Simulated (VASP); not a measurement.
Output of a VASP run:

OSZICAR:
```
...
DAV:   1    -0.411037737182E+02   -0.25569E-02   -0.77227E-02  1178   0.199E+00    0.251E-01
DAV:   2    -0.411025060424E+02    0.12677E-02   -0.58148E-03  1386   0.386E-01    0.160E-01
DAV:   3    -0.411022169287E+02    0.28911E-03   -0.14036E-03  1458   0.201E-01    0.103E-01
DAV:   4    -0.411020753596E+02    0.14157E-03   -0.39451E-04  1360   0.977E-02    0.529E-02
DAV:   5    -0.411020650921E+02    0.10268E-04   -0.10489E-04  1289   0.465E-02    0.200E-02
DAV:   6    -0.411020701959E+02   -0.51039E-05   -0.14650E-05   792   0.187E-02
   3 F= -.41102070E+02 E0= -.41102070E+02  d E =-.129612E-01
       N       E                     dE             d eps       ncg     rms          rms(c)
DAV:   1    -0.411020849235E+02   -0.19831E-04   -0.44593E-04  1192   0.152E-01    0.210E-02
DAV:   2    -0.411020799700E+02    0.49535E-05   -0.35305E-05  1050   0.299E-02    0.103E-02
DAV:   3    -0.411020828247E+02   -0.28547E-05   -0.79785E-06   666   0.178E-02    0.801E-03
DAV:   4    -0.411020886263E+02   -0.58016E-05   -0.32844E-06   652   0.944E-03
   4 F= -.41102089E+02 E0= -.41102089E+02  d E =-.129796E-01
       N       E                     dE             d eps       ncg     rms          rms(c)
DAV:   1    -0.411034365729E+02   -0.13537E-02   -0.70004E-02  1178   0.192E+00    0.296E-01
DAV:   2    -0.411028611725E+02    0.57540E-03   -0.45829E-03  1315   0.383E-01    0.144E-01
DAV:   3    -0.411027118581E+02    0.14931E-03   -0.47265E-04  1498   0.126E-01    0.490E-02
DAV:   4    -0.411026505724E+02    0.61286E-04   -0.23617E-04  1393   0.712E-02    0.583E-02
DAV:   5    -0.411026446448E+02    0.59277E-05   -0.38732E-05  1055   0.302E-02
   5 F= -.41102645E+02 E0= -.41102645E+02  d E =-.556018E-03
       N       E                     dE             d eps       ncg     rms          rms(c)
DAV:   1    -0.411082709451E+02   -0.56204E-02   -0.46947E-01  1178   0.497E+00    0.753E-01
DAV:   2    -0.411044911124E+02    0.37798E-02   -0.31175E-02  1315   0.997E-01    0.379E-01
DAV:   3    -0.411034688455E+02    0.10223E-02   -0.31918E-03  1505   0.326E-01    0.130E-01
DAV:   4    -0.411030430127E+02    0.42583E-03   -0.15923E-03  1378   0.185E-01    0.153E-01
DAV:   5    -0.411029884580E+02    0.54555E-04   -0.26110E-04  1386   0.769E-02    0.316E-02
DAV:   6    -0.411030139714E+02   -0.25513E-04   -0.35601E-05  1281   0.286E-02    0.205E-02
DAV:   7    -0.411030367927E+02   -0.22821E-04   -0.59429E-06   800   0.126E-02    0.104E-02
DAV:   8    -0.411030717434E+02   -0.34951E-04   -0.66116E-06   878   0.783E-03    0.513E-03
DAV:   9    -0.411030916184E+02   -0.19875E-04   -0.26176E-06   796   0.712E-03    0.207E-03
DAV:  10    -0.411031157717E+02   -0.24153E-04   -0.59405E-06   878   0.534E-03    0.212E-03
DAV:  11    -0.411031214123E+02   -0.56406E-05   -0.11282E-06   701   0.272E-03
   6 F= -.41103121E+02 E0= -.41103121E+02  d E =-.103279E-02
       N       E                     dE             d eps       ncg     rms          rms(c)
DAV:   1    -0.411038538429E+02   -0.73807E-03   -0.85468E-02  1178   0.223E+00    0.265E-01
DAV:   2    -0.411034780373E+02    0.37581E-03   -0.49881E-03  1403   0.415E-01    0.135E-01
DAV:   3    -0.411033509277E+02    0.12711E-03   -0.40634E-04  1460   0.118E-01    0.439E-02
DAV:   4    -0.411032918042E+02    0.59123E-04   -0.19706E-04  1406   0.666E-02    0.490E-02
DAV:   5    -0.411032863127E+02    0.54915E-05   -0.15019E-05   913   0.186E-02
   7 F= -.41103286E+02 E0= -.41103286E+02  d E =-.164900E-03
```

File OUTCAR:
```
------------------------ aborting loop because EDIFF is reached ----------------------------------------
  FORCE on cell =-STRESS in cart. coord.  units (eV):
  Direction    XX          YY          ZZ          XY          YZ          ZX
  --------------------------------------------------------------------------------------
  Total       -0.3143605     -0.3143604     -0.2920018     -0.0000000      0.0000000     -0.0000000
  in kB       -1.8365126     -1.8365121     -1.7058916     -0.0000000      0.0000000     -0.0000000
  external PRESSURE =      -1.7929721 kB  Pullay stress =       0.0000000 kB
  volume of cell :      274.25
      direct lattice vectors                 reciprocal lattice vectors
     3.474869110  0.000000000  0.000000000     0.287780624  0.166150243 -0.000000000
    -1.737434555  3.009324512 -0.000000000    -0.000000000  0.332300487 -0.000000000
     0.000000000  0.000000000 26.226309853    -0.000000000  0.000000000  0.038129649
 POSITION                                       TOTAL-FORCE (eV/Angst)
 -----------------------------------------------------------------------------------
     -0.00000      2.00622     11.47086        -0.000000     -0.000000     -0.003535
     -0.00000      2.00622      7.87445        -0.000000      0.000000      0.013840
      1.73744      1.00311     18.35186         0.000000     -0.000000     -0.013840
      1.73744      1.00311     14.75545        -0.000000      0.000000      0.003535
      1.73744      1.00311      9.66997         0.000000     -0.000000     -0.003895
     -0.00000      2.00622     16.55634         0.000000      0.000000      0.003895
 -----------------------------------------------------------------------------------
    total drift:                                0.000000      0.000000      0.000000
  FREE ENERGIE OF THE ION-ELECTRON SYSTEM (eV)
  ---------------------------------------------------
  free  energy   TOTEN  =       -41.1032863127 eV

  energy  without entropy=      -41.1032863127  energy(sigma->0) =      -41.10328631

 reached required accuracy - stopping structural energy minimisation
```
(Selected blocks of OUTCAR.)

### POSCAR
```
MoTe2 bilayer
1
    3.4759177766     0.0000000000     0.0000000000
   -1.7379588882     3.0102326903     0.0000000000
    0.0000000000     0.0000000000    26.2104874920
Te Mo
4 2
Direct
  0.3333330000   0.6666670000   0.4364540000
  0.3333330000   0.6666670000   0.3009590000
  0.6666670000   0.3333330000   0.6990410000
  0.6666670000   0.3333330000   0.5635460000
  0.6666670000   0.3333330000   0.3687070000
  0.3333330000   0.6666670000   0.6312930000
```

### Question
Reconstruct the remaining input files.

### Answer
This is not unique; one that fits is the input of the run itself, LDA (Ceperley-Alder, Perdew-Zunger), plane waves, VASP's LDA PAW potentials (set 64).

**INCAR**
```
SYSTEM  =  MoTe2 bilayer
PREC  =  Normal; ENCUT  =  400; LREAL  =  F
LASPH  =  T
EDIFF  =  1E-5; NELM  =  100; NELMIN  =  4
ALGO  =  Normal; LMAXMIX  =  4
ISMEAR  =  0; SIGMA  =  0.05
IBRION  =  2; NSW  =  50; ISIF  =  4
EDIFFG  =  -0.03
LWAVE  =  T; LCHARG  =  F
```

File KPOINTS:
```
Automatic mesh
0
Gamma
12 12 1
0 0 0
```

POTCAR, in this order: Te Mo_sv (LDA.64 set). Program: vasp_std.

The cell is a sheet with vacuum, built from MoTe2 (2H layered).
